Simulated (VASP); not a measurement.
Level of theory: rev-vdW-DF2, VASP's PBE PAW potentials (set 64) (plane waves; VASP).

Input for VASP

KPOINTS:
```
Automatic mesh
0
Gamma
13 13 7
0 0 0
```

File POSCAR:
```
Zr
1
    1.5839528535    -2.7434867668     0.0000000000
    1.5839528535     2.7434867668     0.0000000000
    0.0000000000     0.0000000000     5.1040757875
Zr
2
Direct
  0.3333330000   0.6666670000   0.2500000000
  0.6666670000   0.3333330000   0.7500000000
```

### INCAR
```
# general
SYSTEM   = Zr
PREC     = Accurate
ENCUT    = 520
LREAL    = .False.
LASPH    = .True.

# electronic loop
EDIFF    = 1E-7
NELM     = 100
ALGO     = Normal
LMAXMIX  = 4

# smearing
ISMEAR   = 1
SIGMA    = 0.1

# functional
GGA      = MK
LUSE_VDW = .True.
AGGAC    = 0.0
PARAM1   = 0.1234568
PARAM2   = 0.7114
ZAB_VDW  = -1.8867

# ions
IBRION   = 2
NSW      = 30
ISIF     = 4
EDIFFG   = -0.01

# output
LWAVE    = .False.
LCHARG   = .False.
```

POTCAR, in this order: Zr_sv (PBE.64 set). Program: vasp_std.

Question: What does the run give for the energy per atom (σ→0), band gap (on the k-mesh)?

Answer: 
The energy per atom (σ→0) is -6.236 eV/atom and the band gap (on the k-mesh) comes out as none (metal, semimetal or under 0.01 eV).

**OSZICAR**
```
...
   1 F= -.12472184E+02 E0= -.12471978E+02  d E =-.124722E+02
       N       E                     dE             d eps       ncg     rms          rms(c)
DAV:   1    -0.124722929549E+02   -0.10858E-03   -0.60729E-03  2728   0.734E-01    0.547E-02
DAV:   2    -0.124722211426E+02    0.71812E-04   -0.18225E-04  3152   0.108E-01    0.257E-02
DAV:   3    -0.124722008409E+02    0.20302E-04   -0.79046E-05  3696   0.640E-02    0.421E-03
DAV:   4    -0.124722010025E+02   -0.16163E-06   -0.11970E-06  3048   0.109E-02    0.198E-03
DAV:   5    -0.124722010350E+02   -0.32455E-07   -0.70699E-08  1968   0.236E-03
   2 F= -.12472201E+02 E0= -.12472002E+02  d E =-.166945E-04
```

The compound is Zr in the hcp structure. This cell is one point of a volume scan, at 0.97 of the reference volume. Symmetry was kept, so distortions that lower it aren't found.
